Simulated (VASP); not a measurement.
A convergence study with VASP on Ti (hcp): one setting is varied, all else stays as given below, so the limit is that of these other settings. ε∞ is the independent-particle value.

```
CELL_PARAMETERS angstrom
      1.47500    -2.55477     0.00000
      1.47500     2.55477     0.00000
      0.00000     0.00000     4.68000
ATOMIC_POSITIONS crystal
  Ti 0.33333 0.66667 0.25000
  Ti 0.66667 0.33333 0.75000
```

These are PBEsol GGA, VASP's PBE PAW potentials (set 64) (plane waves; VASP) values and carry that method's errors. The tightest run used: 550 eV cut-off, 12×12×7 Γ-centred mesh, first-order Methfessel-Paxton smearing of 0.10 eV, potentials Ti_sv.

Q: The settings run are NBANDS = 13; NBANDS = 14; NBANDS = 16; NBANDS = 20; NBANDS = 28; NBANDS = 44; NBANDS = 76; NBANDS = 140. From which on does the energy per atom stay within 0.001 eV/atom of the tightest run?

A: From NBANDS = 14 on: it is off by 0.0000 there and by no more than 0.001 in any finer run, while NBANDS = 13 is off by 0.0042.
```tsv
setting	E (eV/atom)	bands	difference judged (eV/atom)
NBANDS = 13	-8.3166	13	0.0042
NBANDS = 14	-8.3208	14	0.0000
NBANDS = 16	-8.3208	16	0.0000
NBANDS = 20	-8.3208	20	0.0000
NBANDS = 28	-8.3208	28	0.0000
NBANDS = 44	-8.3208	44	0.0000
NBANDS = 76	-8.3208	76	0.0000
NBANDS = 140	-8.3208	140	0.0000
```

VASP warned of too few bands at NBANDS = 13; NBANDS = 14.

Left out are rungs that failed or repeat a setting and relaxations that didn't move; long series are thinned to 24 rows.

The compound is Ti in the hcp structure. The cell was not relaxed at this level. VASP warned that the highest band is occupied, so more bands are needed.
